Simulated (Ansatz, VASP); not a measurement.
**Si13P2O31 (amorphous 93SiO2-7P2O5 (mol %)) in two plane-wave programs**

Wanted: the spread between two codes on one cell, functional and k mesh. Of the first pair: The structure shown is the start of the Ansatz relaxation below; VASP solves that cell, so the two are compared at the walk's first step.

Method: plane waves, with VASP 6.6.1 beside it; single point at PBE, in Ansatz 0.2.0.

## 1. The starting structure

The cell holds 92 atoms: 26 Si, 4 P and 62 O. Its edges and angles: a = 11.121 Å, b = 11.121 Å, c = 11.121 Å, α = 90.0°, β = 90.0°, γ = 90.0°. As first built, before any earlier steps moved the atoms (in the runner's words): 92 atoms (26 Si, 4 P, 62 O) placed at random at 2.23 g/cm^3, melted at 5000 K for 10 ps at fixed volume with the Morse and Coulomb pair potential with partial charges (Pedone, Malavasi, Menziani, Cormack and Segre, J. Phys. Chem. B 110, 11780 (2006)). Quenched from 5000 K to 300 K at 50 K/ps and fixed volume, held 5 ps, then minimised at fixed cell.

## 2. Ansatz: relaxation, PBE

Ansatz runs on its default PAW (the set named soft_2) files.

The two programs are compared at the cell with which this relaxation starts, whose forces are those of its first step.

File input.yaml:

```yaml
crystal:
  lattice:
    - [11.1212, 0.0, 0.0]
    - [0.0, 11.1212, 0.0]
    - [0.0, 0.0, 11.1212]
  atoms:
    - { symbol: Si, position: [0.89302, 0.81747, 0.36479] }
    - { symbol: Si, position: [0.76367, 0.23335, 0.56502] }
    - { symbol: Si, position: [0.14364, 0.40496, 0.83486] }
    - { symbol: Si, position: [0.46974, 0.82397, 0.97471] }
    - { symbol: Si, position: [0.68526, 0.97623, 0.90531] }
    - { symbol: Si, position: [0.01822, 0.28096, 0.0623] }
    - { symbol: Si, position: [0.77237, 0.05354, 0.33887] }
    - { symbol: Si, position: [0.24083, 0.8145, 0.10779] }
    - { symbol: Si, position: [0.75516, 0.18821, 0.0841] }
    - { symbol: Si, position: [0.34532, 0.15264, 0.33048] }
    - { symbol: Si, position: [0.84191, 0.74372, 0.8425] }
    - { symbol: Si, position: [0.21988, 0.09627, 0.07351] }
    - { symbol: Si, position: [0.54672, 0.37567, 0.04333] }
    - { symbol: Si, position: [0.48163, 0.7448, 0.56824] }
    - { symbol: Si, position: [0.71256, 0.47481, 0.43261] }
    - { symbol: Si, position: [0.20382, 0.04675, 0.552] }
    - { symbol: Si, position: [0.06172, 0.47883, 0.4961] }
    - { symbol: Si, position: [0.17014, 0.80548, 0.38647] }
    - { symbol: Si, position: [0.30266, 0.86878, 0.74954] }
    - { symbol: Si, position: [0.51921, 0.96482, 0.4253] }
    - { symbol: Si, position: [0.36782, 0.23373, 0.87095] }
    - { symbol: Si, position: [0.54655, 0.10172, 0.68549] }
    - { symbol: Si, position: [0.12088, 0.69144, 0.87588] }
    - { symbol: Si, position: [0.81479, 0.60068, 0.20762] }
    - { symbol: Si, position: [0.02159, 0.25099, 0.6228] }
    - { symbol: Si, position: [0.30812, 0.57215, 0.47386] }
    - { symbol: P, position: [0.45936, 0.41225, 0.30512] }
    - { symbol: P, position: [0.06807, 0.49731, 0.21196] }
    - { symbol: P, position: [0.75026, 0.71251, 0.57956] }
    - { symbol: P, position: [0.61512, 0.59574, 0.8859] }
[... 56 atom lines left out ...]
    - { symbol: O, position: [0.97726, 0.71892, 0.87348] }
    - { symbol: O, position: [0.47901, 0.41732, 0.16942] }
    - { symbol: O, position: [0.9731, 0.55988, 0.56019] }
    - { symbol: O, position: [0.62378, 0.76713, 0.59758] }
    - { symbol: O, position: [0.19147, 0.78057, 0.7813] }
    - { symbol: O, position: [0.2092, 0.80979, 0.24752] }
kpoints:
  mp_grid: { grid: [1, 1, 1] }
hamiltonian:
  xc: pbe
scf:
  occupations: { method: fermi_dirac, width: 0.025 }
output:
  forces: true
relax:
  f_tol: 0.04
  max_steps: 250
  cell: {}
```

Run with:

```sh
$ ansatz run input.yaml --threads 4 --pin off --max-ram 8192MiB --backend cpu --events-out ev --progress --plain --runs-dir out
```

Numbers of over 12 decimals in the logs are rounded to 6 here.

The log of the run:

```text
Engine: ansatz 0.2.0, aarch64-unknown-linux-gnu
Pseudopotentials: kind: paw
Pseudopotential: Si, paw, valence charge 4, recommended cutoff 420 eV (normal), Si.paw.azcp
Pseudopotential: P, paw, valence charge 5, recommended cutoff 420 eV (normal), P.paw.azcp
Pseudopotential: O, paw, valence charge 6, recommended cutoff 420 eV (normal), O.paw.azcp
Functional definition: PBE
  parameter kappa = 0.804
  parameter beta = 0.066725
  exchange = pbe_x(kappa = kappa, mu = beta*pi^2/3)
  correlation = pbe_c(beta = beta)
Crystal: 92 atoms, lattice volume = 1375.482 Å³
Basis set: ecut = 420 eV, 26961 PW (Γ), exchange–correlation on 150×150×150 points (8 copies of the dense FFT grid, shifted against one another)
Bands: 340, of which v1, the nominal top of the filled ones, is band 248 counted from 1 (247 counted from 0)
Symmetry: 1 space group operations
Space group: P1 (ITA 1), of the structure as read, at distance tolerance 1.1e-4 Å
k-points: 1
Non-local potential: Si, projectors of the file, l = 0: 2, l = 1: 2, l = 2: 2
Non-local potential: P, projectors of the file, l = 0: 2, l = 1: 2, l = 2: 2
Non-local potential: O, projectors of the file, l = 0: 2, l = 1: 2, l = 2: 1
PAW form: soft (Blöchl's): semilocal exchange-correlation on the pseudo side does not see the compensation charge
PAW one-centre angular grid: Si, 110 points (default); XC on 64 Gauss nodes
PAW one-centre angular grid: P, 110 points (default); XC on 64 Gauss nodes
PAW one-centre angular grid: O, 110 points (default); XC on 64 Gauss nodes
Initial density: superposition of atomic densities (neutral atoms: chi_scale 0, normalization atom), corrected by the library's trained network
Initial wavefunctions: pseudopotential atomic-orbital guess
Functional: x = pbe(κ = 0.804, μ = 0.219515), c = pbe(β = 0.066725)
SCF iter   1: F=—  HF=-54815.105296 eV  |F-HF|=—  |Δ(HF+E_count)|=         —  Δρ=2.76e-3  dr2=1.86e-1  ethr=1.77e-3  ⟨swp⟩=7.0  Hψ=1788  notcnv=0  defer=68
preconditioner: auto → Resta (q_TF=auto, 2.302 Å⁻¹)  ε∞=2.8  [insulator: Δε(μ)=3.305 eV  Ē_g=16.500 eV  σ=0.025 eV  W_gap=1.00  n_scr=256 (ndim 8)  ℏωp=22.3 eV  f_vac=0.253  D(μ)=0.00/eV (n_scr^D=0)  ε∞_Penn≈2.8]
SCF iter   2: F=—  HF=-54815.074120 eV  |F-HF|=—  |Δ(HF+E_count)|=   3.12e-2  Δρ=1.46e-3  dr2=4.39e-2  ethr=3.75e-5  ⟨swp⟩=3.0  Hψ=592  notcnv=0  defer=88
SCF iter   3: F=—  HF=-54815.067716 eV  |F-HF|=—  |Δ(HF+E_count)|=   6.40e-3  Δρ=6.75e-4  dr2=1.31e-2  ethr=8.84e-6  ⟨swp⟩=3.0  Hψ=445  notcnv=0  defer=88
SCF iter   4: F=—  HF=-54815.064551 eV  |F-HF|=—  |Δ(HF+E_count)|=   3.16e-3  Δρ=2.98e-4  dr2=1.36e-3  ethr=2.63e-6  ⟨swp⟩=3.0  Hψ=450  notcnv=0  defer=88
SCF iter   5: F=—  HF=-54815.064359 eV  |F-HF|=—  |Δ(HF+E_count)|=   1.92e-4  Δρ=1.42e-4  dr2=2.56e-4  ethr=2.75e-7  ⟨swp⟩=3.0  Hψ=588  notcnv=0  defer=88
SCF iter   6: F=—  HF=-54815.064359 eV  |F-HF|=—  |Δ(HF+E_count)|=   7.95e-8  Δρ=3.35e-5  dr2=1.50e-5  ethr=5.17e-8  ⟨swp⟩=3.0  Hψ=445  notcnv=0  defer=88
SCF iter   7: F=—  HF=-54815.062797 eV  |F-HF|=—  |Δ(HF+E_count)|=   1.56e-3  Δρ=2.05e-5  dr2=4.62e-6  ethr=3.03e-9  ⟨swp⟩=3.0  Hψ=609  notcnv=0  defer=88
SCF iter   8: F=—  HF=-54815.062797 eV  |F-HF|=—  |Δ(HF+E_count)|=   7.35e-8  Δρ=6.54e-6  dr2=5.15e-7  ethr=9.32e-10  ⟨swp⟩=3.0  Hψ=503  notcnv=0  defer=88
SCF iter   9: F=-54815.062797 eV  HF=-54815.062797 eV  |F-HF|=3.61e-8  |Δ(HF+E_count)|=   1.10e-7  Δρ=2.58e-6  dr2=8.38e-8  ethr=2.02e-11  ⟨swp⟩=6.0  Hψ=1155  notcnv=0
SCF 1 converged in 9 iterations: F = -54815.062797 eV  dr2 = 8.38e-8
  greatest PAW one-centre occupation: 0.873 electrons in one spin orbital (limit 2), on the O atom at site 49 (counted from 0), in its partial waves of l = 0
relax step   1: F+E_penalty+E_count = -54815.06279660 eV  Δ(F+E_penalty+E_count) = +0.000e0 eV  max|allowed force component| = 4.301e0 eV/Å  Δτ_max = 0.0000 Å  P = +3.920 GPa  Ω = 1375.482 Å³  (9 SCF iters, dr2 threshold 1.00e-7 eV, accepted)
Crystal: 92 atoms, lattice volume = 1388.080 Å³
Basis set: ecut = 420 eV, 27163 PW (Γ), exchange–correlation on 150×150×150 points (8 copies of the dense FFT grid, shifted against one another)
Initial density: handed on by an earlier stage of this run
Initial wavefunctions: those handed on with the density
iter 1 solved again at ethr=9.16e-5 eV; its pass at ethr=3.10e-3 eV (dr2=4.54e-1 eV) is discarded
SCF iter   1: F=—  HF=-54816.679059 eV  |F-HF|=—  |Δ(HF+E_count)|=         —  Δρ=6.99e-3  dr2=4.63e-1  ethr=9.16e-5  ⟨swp⟩=9.0  Hψ=1817  notcnv=0  defer=1
preconditioner: auto → Resta (q_TF=auto, 2.298 Å⁻¹)  ε∞=2.8  [insulator: Δε(μ)=2.834 eV  Ē_g=16.407 eV  σ=0.025 eV  W_gap=1.00  n_scr=256 (ndim 8)  ℏωp=22.2 eV  f_vac=0.255  D(μ)=0.00/eV (n_scr^D=0)  ε∞_Penn≈2.8]
SCF iter   2: F=—  HF=-54816.581328 eV  |F-HF|=—  |Δ(HF+E_count)|=   9.77e-2  Δρ=3.51e-3  dr2=1.07e-1  ethr=9.16e-5  ⟨swp⟩=8.0  Hψ=716  notcnv=0
[...]
atom  82  O     -0.00663075     0.00197643     0.01093002
  atom  83  O     -0.01129626    -0.00399589    -0.01161904
  atom  84  O      0.00057280    -0.00686522     0.00210894
  atom  85  O     -0.00264488     0.00241848     0.00199288
  atom  86  O      0.00081110     0.00027199     0.00176067
  atom  87  O      0.00101723    -0.00311707     0.00075419
  atom  88  O      0.00006236    -0.00178691     0.00225864
  atom  89  O      0.00658293    -0.00264934    -0.00710640
  atom  90  O      0.01253130    -0.00454846    -0.00765240
  atom  91  O      0.00001105    -0.00089517     0.00122061
  atom  92  O     -0.00129931    -0.00094923    -0.00058790
  max |Σ_I F_I| component: 2.05e-5 eV/Å
--- Stress (GPa, compression-positive) ---
       -0.023185      -0.005039       0.004266
       -0.005041      -0.004790      -0.028399
        0.004266      -0.028398      -0.015434
  P = ⅓ Tr σ = -0.0145 GPa (-0.145 kbar)
--- Relaxed structure (26 steps of the walk, 25 accepted, 2 SCFs on fresh bases) ---
  F+E_penalty+E_count = -54820.23691483 eV   max|allowed force component| = 2.178e-2 eV/Å   (the final SCF, on the basis selected at the relaxed cell)
  cell:  # Å, volume = 1355.8389 Å³
    - [11.035470, -0.115174, 0.063328]
    - [-0.115174, 11.136096, -0.326052]
    - [0.063328, -0.326052, 11.043826]
  atoms:
    - { symbol: Si, position: [0.874124, 0.789072, 0.350343] }
    - { symbol: Si, position: [0.785356, 0.229216, 0.576778] }
    - { symbol: Si, position: [0.167228, 0.411190, 0.843815] }
    - { symbol: Si, position: [0.451016, 0.822398, 0.949615] }
    - { symbol: Si, position: [0.675668, 0.970142, 0.913962] }
    - { symbol: Si, position: [0.030815, 0.279896, 0.049475] }
    - { symbol: Si, position: [0.787491, 0.047827, 0.349185] }
    - { symbol: Si, position: [0.232984, 0.833680, 0.091139] }
    - { symbol: Si, position: [0.765109, 0.185984, 0.101375] }
    - { symbol: Si, position: [0.342494, 0.151912, 0.345004] }
    - { symbol: Si, position: [0.819542, 0.738386, 0.843131] }
    - { symbol: Si, position: [0.242400, 0.116116, 0.076997] }
    - { symbol: Si, position: [0.595155, 0.407584, 0.068145] }
    - { symbol: Si, position: [0.471505, 0.756114, 0.552882] }
    - { symbol: Si, position: [0.711124, 0.457735, 0.438779] }
    - { symbol: Si, position: [0.188586, 0.043458, 0.551736] }
    - { symbol: Si, position: [0.060312, 0.481219, 0.489460] }
    - { symbol: Si, position: [0.152003, 0.807706, 0.367050] }
    - { symbol: Si, position: [0.281153, 0.869718, 0.741301] }
    - { symbol: Si, position: [0.522557, 0.984095, 0.437231] }
    - { symbol: Si, position: [0.408284, 0.266587, 0.895756] }
    - { symbol: Si, position: [0.560197, 0.111598, 0.703823] }
    - { symbol: Si, position: [0.105167, 0.694898, 0.870804] }
    - { symbol: Si, position: [0.814284, 0.553413, 0.207780] }
    - { symbol: Si, position: [0.043874, 0.267319, 0.616877] }
    - { symbol: Si, position: [0.300705, 0.585585, 0.452580] }
    - { symbol: P, position: [0.457196, 0.407862, 0.311418] }
    - { symbol: P, position: [0.078430, 0.491616, 0.201975] }
    - { symbol: P, position: [0.733643, 0.705057, 0.579076] }
    - { symbol: P, position: [0.586414, 0.592324, 0.877729] }
    - { symbol: O, position: [0.952319, 0.537934, 0.152974] }
    - { symbol: O, position: [0.481117, 0.842799, 0.440099] }
    - { symbol: O, position: [0.067767, 0.367155, 0.943270] }
    - { symbol: O, position: [0.804619, 0.698263, 0.251382] }
    - { symbol: O, position: [0.347394, 0.488167, 0.340643] }
    - { symbol: O, position: [0.424530, 0.280626, 0.353762] }
    - { symbol: O, position: [0.810316, 0.715682, 0.692611] }
    - { symbol: O, position: [0.233976, 0.972811, 0.055481] }
    - { symbol: O, position: [0.372578, 0.787714, 0.068943] }
    - { symbol: O, position: [0.730217, 0.338164, 0.504470] }
    - { symbol: O, position: [0.439183, 0.044759, 0.337625] }
    - { symbol: O, position: [0.305876, 0.367539, 0.869187] }
    - { symbol: O, position: [0.364786, 0.896522, 0.861015] }
    - { symbol: O, position: [0.590807, 0.518937, 0.762508] }
    - { symbol: O, position: [0.141566, 0.753704, 0.00405771] }
    - { symbol: O, position: [0.510660, 0.045345, 0.575202] }
    - { symbol: O, position: [0.826618, 0.126430, 0.472274] }
    - { symbol: O, position: [0.570663, 0.450736, 0.382969] }
    - { symbol: O, position: [0.570397, 0.901474, 0.991125] }
    - { symbol: O, position: [0.182860, 0.547627, 0.141755] }
    - { symbol: O, position: [0.797086, 0.778615, 0.481989] }
    - { symbol: O, position: [0.787679, 0.878575, 0.876615] }
    - { symbol: O, position: [0.270553, 0.138442, 0.472872] }
    - { symbol: O, position: [0.451052, 0.188087, 0.770434] }
[...]
- { symbol: O, position: [0.888347, 0.247363, 0.048150] }
    - { symbol: O, position: [0.701044, 0.577106, 0.532216] }
    - { symbol: O, position: [0.956178, 0.701585, 0.870199] }
    - { symbol: O, position: [0.479980, 0.413928, 0.175901] }
    - { symbol: O, position: [0.951127, 0.544102, 0.554000] }
    - { symbol: O, position: [0.609962, 0.763832, 0.613516] }
    - { symbol: O, position: [0.162644, 0.785475, 0.770519] }
    - { symbol: O, position: [0.189553, 0.839031, 0.231209] }
```

The column dr2 measures how far the density is from self-consistency, as an energy; F and HF (Harris–Foulkes) agree once it is small.

## 3. VASP: single point, PBE, start cell, pair 1

The same cell, functional, mesh and smearing now go to VASP, with its own data sets.

Lines of VASP's logs that name or quote its potential files are left out, and so is its time.

File INCAR:

```
SYSTEM = Si13P2O31
PREC = Accurate
ENCUT = 520
EDIFF = 1E-06
NELM = 120
ISMEAR = -1
SIGMA = 0.025
LREAL = Auto
ALGO = Normal
GGA = PE
NBANDS = 312
LORBIT = 11
LWAVE = .FALSE.
LCHARG = .FALSE.
ISIF = 2
LASPH = .TRUE.
GGA_COMPAT = .FALSE.
EFERMI = MIDGAP
NCORE = 2
```

File POSCAR:

```
Si13P2O31
1.0
   11.1212000000      0.0000000000      0.0000000000
    0.0000000000     11.1212000000      0.0000000000
    0.0000000000      0.0000000000     11.1212000000
Si P O
26 4 62
Direct
    0.8930241341      0.8174657411      0.3647897709
    0.7636675898      0.2333471208      0.5650199619
    0.1436355789      0.4049562997      0.8348559508
    0.4697424738      0.8239668381      0.9747059670
    0.6852587850      0.9762255872      0.9053069813
    0.0182174585      0.2809588893      0.0623044276
    0.7723716865      0.0535373881      0.3388663094
    0.2408283279      0.8144984354      0.1077941229
    0.7551613135      0.1882081070      0.0841006366
    0.3453224472      0.1526364061      0.3304769270
    0.8419055498      0.7437236989      0.8424990109
    0.2198773514      0.0962665899      0.0735082545
    0.5467215768      0.3756698917      0.0433316549
    0.4816296803      0.7448027191      0.5682390390
    0.7125579973      0.4748138690      0.4326061936
    0.2038179333      0.0467485523      0.5519997842
    0.0617199583      0.4788332194      0.4960975434
    0.1701435097      0.8054796245      0.3864690861
    0.3026561882      0.8687821458      0.7495414164
    0.5192065604      0.9648239399      0.4252958314
    0.3678200194      0.2337337697      0.8709491781
    0.5465507319      0.1017156422      0.6854925727
    0.1208772435      0.6914361760      0.8758767040
    0.8147861742      0.6006815811      0.2076214797
    0.0215893968      0.2509891019      0.6228014962
    0.3081232241      0.5721504874      0.4738607345
    0.4593569039      0.4122486782      0.3051199511
    0.0680681941      0.4973114412      0.2119555444
    0.7502607632      0.7125130382      0.5795597597
    0.6151224688      0.5957360716      0.8859026004
[... 56 atom lines left out ...]
    0.9772596482      0.7189242168      0.8734758839
    0.4790130561      0.4173200734      0.1694241629
    0.9730964284      0.5598766320      0.5601913463
    0.6237816063      0.7671294465      0.5975793979
    0.1914721433      0.7805722404      0.7813005791
    0.2092040427      0.8097867137      0.2475182534
```

File KPOINTS:

```
Automatic mesh
0
Gamma
1 1 1
0 0 0
```

Potentials, in the order of the species: Si, P and O (PBE family, release 64).

Run with:

```sh
$ mpirun -np 8 vasp_gam
```

The log of the run:

```text
[banner, memory and clock lines left out]
running    8 mpi-ranks, on    1 nodes
[...]
LDA part: xc-table for (Slater+PW92), standard interpolation
 POSCAR, INCAR and KPOINTS ok, starting setup
[...]
entering main loop
       N       E                     dE             d eps       ncg     rms          rms(c)
DAV:   1     0.469050406435E+04    0.46905E+04   -0.29250E+05   640   0.154E+03
DAV:   2    -0.383962041014E+03   -0.50745E+04   -0.49183E+04   768   0.378E+02
DAV:   3    -0.800603751584E+03   -0.41664E+03   -0.41427E+03   728   0.117E+02
DAV:   4    -0.809275522799E+03   -0.86718E+01   -0.86360E+01   744   0.182E+01
[...]
DAV:  18    -0.704957159470E+03    0.55250E-05   -0.30393E-05   704   0.150E-02    0.144E-02
DAV:  19    -0.704957157471E+03    0.19995E-05   -0.65023E-06   744   0.630E-03    0.489E-03
DAV:  20    -0.704957156829E+03    0.64180E-06   -0.15603E-06   456   0.373E-03
   1 F= -.70495716E+03 E0= -.70495716E+03  d E =0.000000E+00
```

From OUTCAR (step 3):

```text
  FREE ENERGIE OF THE ION-ELECTRON SYSTEM (eV)
  ---------------------------------------------------
  free  energy   TOTEN  =      -704.9571568287 eV

  energy  without entropy=     -704.9571568287  energy(sigma->0) =     -704.95715683
```

The run ends at a pressure of 3.83 GPa, with forces up to 4.3 eV/Å.

## 4. Side by side

Known differences besides the potentials themselves: the cutoff is 420 eV in Ansatz and 520 eV in VASP (PREC = Accurate, projectors in real space). Total energies have different zeros and are not compared.

Forces on 8 of the 92 atoms, those with the largest forces and the largest differences (eV/Å; atoms numbered as in POSCAR):

```
atom          Ansatz x, y, z            VASP x, y, z
Si11    -2.560, 0.003, 0.324   -2.526, -0.006, 0.317
Si15    0.863, 0.710, -2.297    0.814, 0.697, -2.246
 P30   -0.427, 1.262, -4.301   -0.436, 1.221, -4.152
 O57  -2.167, -0.153, -2.343  -2.282, -0.169, -2.428
 O58   -0.745, -2.573, 0.363   -0.726, -2.397, 0.407
 O65    0.137, -0.469, 1.144    0.182, -0.273, 1.059
 O79    1.881, -0.119, 1.611    1.727, -0.174, 1.598
 O89    -1.425, 1.620, 1.244    -1.526, 1.714, 1.315
```

The forces differ by 41 meV/Å r.m.s., which is 5.0 % of the r.m.s. force of 0.824 eV/Å (both taken over all components).

(Part 1 of 2 ends here.)

[Lines on the potential files, build, host, timing and source positions are cut from VASP's logs without a mark.]

[Logs are printed without paths, hosts, clocks, repeated set-up lines and the standing remarks that a program may print on its own settings, such as how far it seeks lower states.]

[Hosts, paths, dates, database ids (printed as entryN), source tags and the programs' standing remarks are cut or masked in the printed files.]
